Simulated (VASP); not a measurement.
Input:

```
CELL_PARAMETERS angstrom
      5.52815     0.00000     0.00000
      0.00000     5.52815     0.00000
      0.00000     0.00000     5.52815
ATOMIC_POSITIONS crystal
  Cs 0.00000 0.00000 0.00000
  Pb 0.50000 0.50000 0.50000
  Cl 0.50000 0.00000 0.50000
  Cl 0.00000 0.50000 0.50000
  Cl 0.50000 0.50000 0.00000
```

All values below come from LDA (Ceperley-Alder, Perdew-Zunger), VASP's LDA PAW potentials (set 64) (plane waves; VASP). Numerical set-up: 520 eV cut-off, 5×5×5 Γ-centred mesh, tetrahedra with Blöchl corrections, potentials Cs_sv Pb_d Cl.

The cores are frozen, which limits the accuracy of field gradients.

Question: Give the principal components of the electric field gradient (V/Å²) and the asymmetry η at each nucleus.

Answer: 
| atom | Vxx | Vyy | Vzz | η |
|---|---|---|---|---|
| Cs1 | 0.0 | 0.0 | 0.0 | - |
| Pb2 | 0.0 | 0.0 | 0.0 | - |
| Cl3 | -42.3 | -42.3 | 84.6 | 0.00 |
| Cl4 | -42.3 | -42.3 | 84.6 | 0.00 |
| Cl5 | -42.3 | -42.3 | 84.6 | 0.00 |

The compound is CsPbCl3 in the cubic perovskite structure, the ideal cubic form; the compound distorts at low or room temperature. It was relaxed first.
